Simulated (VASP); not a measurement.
These are rev-vdW-DF2, VASP's PBE PAW potentials (set 64) (plane waves; VASP 6.6.1) values and carry that method's errors.

Input for VASP

**INCAR**
```
SYSTEM = MnF2
PREC = Accurate; ENCUT = 520; LREAL = .False.
LASPH = .True.
EDIFF = 1E-7; NELM = 100; ALGO = Normal
LMAXMIX = 4
ISMEAR = -5
GGA = MK; LUSE_VDW = .True.; AGGAC = 0.0
PARAM1 = 0.1234568; PARAM2 = 0.7114; ZAB_VDW = -1.8867
MAGMOM = 4.5 -4.5 -0.0 0.0 0.0 -0.0
ISPIN = 2
ISIF = 2
LWAVE = .False.; LCHARG = .True.; LORBIT = 11
NEDOS = 601
LEFG = .True.
```

POSCAR:
```
MnF2
1
    4.8706048957    -0.0000000000     0.0000000000
    0.0000000000     4.8706048957     0.0000000000
    0.0000000000     0.0000000000     3.3065808539
Mn F
2 4
Direct
  0.0000000000   0.0000000000   0.0000000000
  0.5000000000   0.5000000000   0.5000000000
  0.3029814485   0.3029814485   0.0000000000
  0.8029814485   0.1970185515   0.5000000000
  0.1970185515   0.8029814485   0.5000000000
  0.6970185515   0.6970185515   0.0000000000
```

File KPOINTS:
```
Automatic
0
gamma
  5 5 8
```

POTCAR, in this order: Mn_pv F (PBE.64 set). Program: vasp_std.

The run wrote:

**OSZICAR**
```
       N       E                     dE             d eps       ncg     rms          rms(c)
DAV:   1     0.725099452069E+03    0.72510E+03   -0.31530E+04  3912   0.191E+03
DAV:   2     0.447704557852E+02   -0.68033E+03   -0.65805E+03  4232   0.549E+02
DAV:   3    -0.284785811700E+02   -0.73249E+02   -0.72576E+02  4296   0.186E+02
DAV:   4    -0.305855631078E+02   -0.21070E+01   -0.20927E+01  4624   0.307E+01
DAV:   5    -0.306189630479E+02   -0.33400E-01   -0.33395E-01  4056   0.448E+00    0.205E+01
DAV:   6    -0.268234875221E+02    0.37955E+01   -0.25807E+01  4544   0.370E+01    0.149E+01
DAV:   7    -0.269374898120E+02   -0.11400E+00   -0.18060E+00  4032   0.104E+01    0.102E+01
DAV:   8    -0.267697825021E+02    0.16771E+00   -0.44329E-01  4040   0.601E+00    0.333E+00
DAV:   9    -0.269340628929E+02   -0.16428E+00   -0.98788E-02  4768   0.345E+00    0.882E-01
DAV:  10    -0.269378479235E+02   -0.37850E-02   -0.18672E-02  3952   0.881E-01    0.171E-01
DAV:  11    -0.269379959279E+02   -0.14800E-03   -0.67823E-04  4512   0.226E-01    0.632E-02
DAV:  12    -0.269381651620E+02   -0.16923E-03   -0.66678E-05  4040   0.695E-02    0.461E-02
DAV:  13    -0.269381909664E+02   -0.25804E-04   -0.25700E-05  4200   0.355E-02    0.119E-02
DAV:  14    -0.269382022371E+02   -0.11271E-04   -0.75383E-06  4248   0.229E-02    0.309E-03
DAV:  15    -0.269382041250E+02   -0.18879E-05   -0.41410E-07  3752   0.480E-03    0.145E-03
DAV:  16    -0.269382046060E+02   -0.48105E-06   -0.71115E-08  2640   0.201E-03    0.745E-04
DAV:  17    -0.269382045646E+02    0.41446E-07   -0.76444E-09  2184   0.752E-04
   1 F= -.26938205E+02 E0= -.26938205E+02  d E =0.000000E+00  mag=     0.0000
```

### OUTCAR
```
------------------------ aborting loop because EDIFF is reached ----------------------------------------
  FORCE on cell =-STRESS in cart. coord.  units (eV):
  Direction    XX          YY          ZZ          XY          YZ          ZX
  --------------------------------------------------------------------------------------
  Total        0.0509735      0.0509735     -0.0049346      0.0000000      0.0000000      0.0000000
  in kB        1.0411418      1.0411418     -0.1007895      0.0000000      0.0000000      0.0000000
  external PRESSURE =       0.6604981 kB  Pullay stress =       0.0000000 kB
  volume of cell :       78.44
      direct lattice vectors                 reciprocal lattice vectors
     4.870604896  0.000000000  0.000000000     0.205313307  0.000000000  0.000000000
     0.000000000  4.870604896  0.000000000     0.000000000  0.205313307  0.000000000
     0.000000000  0.000000000  3.306580854     0.000000000  0.000000000  0.302427203
 POSITION                                       TOTAL-FORCE (eV/Angst)
 -----------------------------------------------------------------------------------
      0.00000      0.00000      0.00000        -0.000000      0.000000      0.000000
      2.43530      2.43530      1.65329        -0.000000      0.000000      0.000000
      1.47570      1.47570      0.00000        -0.002019     -0.002019     -0.000000
      3.91101      0.95960      1.65329        -0.002019      0.002019      0.000000
      0.95960      3.91101      1.65329         0.002019     -0.002019      0.000000
      3.39490      3.39490      0.00000         0.002019      0.002019      0.000000
 -----------------------------------------------------------------------------------
    total drift:                               -0.000000      0.000000     -0.000000
  FREE ENERGIE OF THE ION-ELECTRON SYSTEM (eV)
  ---------------------------------------------------
  free  energy   TOTEN  =       -26.9382045646 eV

  energy  without entropy=      -26.9382045646  energy(sigma->0) =      -26.93820456

 total charge

# of ion       s       p       d       tot
------------------------------------------
    1        0.164   6.146   4.965  11.275
    2        0.164   6.146   4.965  11.275
    3        1.730   4.356   0.000   6.086
    4        1.730   4.356   0.000   6.086
    5        1.730   4.356   0.000   6.086
    6        1.730   4.356   0.000   6.086
--------------------------------------------------
tot          7.247  29.716   9.930  46.893

 magnetization (x)

# of ion       s       p       d       tot
------------------------------------------
    1        0.015   0.014   4.491   4.521
    2       -0.015  -0.014  -4.491  -4.521
    3       -0.003  -0.024   0.000  -0.027
    4        0.003   0.024   0.000   0.027
    5        0.003   0.024   0.000   0.027
    6       -0.003  -0.024   0.000  -0.027
--------------------------------------------------
tot          0.000   0.000   0.000   0.000

 Electric field gradients after diagonalization (V/A^2)
 (convention: |V_zz| > |V_xx| > |V_yy|)
----------------------------------------------------------------------
 ion       V_xx      V_yy      V_zz     asymmetry (V_yy - V_xx)/ V_zz
----------------------------------------------------------------------
   1     -15.772    -9.658    25.429       0.240
   2     -15.772    -9.658    25.429       0.240
   3      44.871    17.605   -62.476       0.436
   4      44.871    17.605   -62.476       0.436
   5      44.871    17.605   -62.476       0.436
   6      44.871    17.605   -62.476       0.436
```
(Selected blocks of OUTCAR.)

The compound is MnF2 in the rutile structure. It was relaxed first.
